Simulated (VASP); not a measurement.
VASP input:

File POSCAR:
```
Ca
1
    0.0000000000     2.8457684817     2.8457940608
    2.8458361628     0.0000000000     2.8458473539
    2.8457846405     2.8458090901     0.0000000000
Ca
1
Direct
  0.0000000000   0.0000000000   0.0000000000
```

### KPOINTS
```
Automatic mesh
0
Gamma
8 8 8
0 0 0
```

INCAR:
```
SYSTEM = Ca
PREC = Accurate
ENCUT = 400
EDIFF = 1E-6
NELM = 100
ALGO = Normal
LREAL = .FALSE.
LASPH = .TRUE.
ISMEAR = 1
SIGMA = 0.1
GGA = PE
LWAVE = .FALSE.
LCHARG = .FALSE.
ISIF = 2
```

POTCAR, in this order: Ca_sv (PBE.64 set). Program: vasp_std.

What happens when VASP runs on this input?

There is a fault: the lattice vectors carry noise near SYMPREC. VASP stops with an error: IBZKPT: not all point group operations associated with the symmetry operators of the crystalline lattice are members of the point group of the reciprocal lattice. ----> I REFUSE TO CONTINUE WITH THIS SICK JOB ... BYE!!! <----

**standard output**
```
 POSCAR found type information on POSCAR Ca
 POSCAR found :  1 types and       1 ions
 Reading from existing POTCAR
 Reading from existing POTCAR

 -----------------------------------------------------------------------------
|                                                                             |
|           W    W    AA    RRRRR   N    N  II  N    N   GGGG   !!!           |
|           W    W   A  A   R    R  NN   N  II  NN   N  G    G  !!!           |
|           W    W  A    A  R    R  N N  N  II  N N  N  G       !!!           |
|           W WW W  AAAAAA  RRRRR   N  N N  II  N  N N  G  GGG   !            |
|           WW  WW  A    A  R   R   N   NN  II  N   NN  G    G                |
|           W    W  A    A  R    R  N    N  II  N    N   GGGG   !!!           |
|                                                                             |
|     Inconsistent Bravais lattice types found for crystalline and            |
|     reciprocal lattice:                                                     |
|                                                                             |
|        Crystalline: rhombohedral (trigonal)                                 |
|        Reciprocal : base-centered monoclinic                                |
|                    (instead of rhombohedral (trigonal))                     |
|                                                                             |
|     In most cases this is due to inaccuracies in the specification of       |
|     the crytalline lattice vectors.                                         |
|                                                                             |
|     Suggested SOLUTIONS:                                                    |
|      ) Refine the lattice parameters of your structure,                     |
|      ) and/or try changing SYMPREC.                                         |
|                                                                             |
 -----------------------------------------------------------------------------

 LDA part: xc-table for (Slater+PW92), standard interpolation

 -----------------------------------------------------------------------------
|                                                                             |
|     EEEEEEE  RRRRRR   RRRRRR   OOOOOOO  RRRRRR      ###     ###     ###     |
|     E        R     R  R     R  O     O  R     R     ###     ###     ###     |
|     E        R     R  R     R  O     O  R     R     ###     ###     ###     |
|     EEEEE    RRRRRR   RRRRRR   O     O  RRRRRR       #       #       #      |
|     E        R   R    R   R    O     O  R   R                               |
|     E        R    R   R    R   O     O  R    R      ###     ###     ###     |
|     EEEEEEE  R     R  R     R  OOOOOOO  R     R     ###     ###     ###     |
|                                                                             |
|     IBZKPT: not all point group operations associated with the symmetry     |
|     operators of the crystalline lattice are members of the point group     |
|     of the reciprocal lattice.                                              |
|                                                                             |
|       ---->  I REFUSE TO CONTINUE WITH THIS SICK JOB ... BYE!!! <----       |
|                                                                             |
 -----------------------------------------------------------------------------
```

To mend it, correct POSCAR.
**POSCAR**
```
Ca
1
    0.0000000000     2.8458000000     2.8458000000
    2.8458000000     0.0000000000     2.8458000000
    2.8458000000     2.8458000000     0.0000000000
Ca
1
Direct
  0.0000000000   0.0000000000   0.0000000000
```
The mended run (PBE GGA, plane waves, VASP's PBE PAW potentials (set 64)) converges, and its OSZICAR ends with
```
   1 F= -.19122393E+01 E0= -.19116368E+01  d E =-.180770E-02
```

The compound is Ca in the fcc structure. The cell was not relaxed at this level.
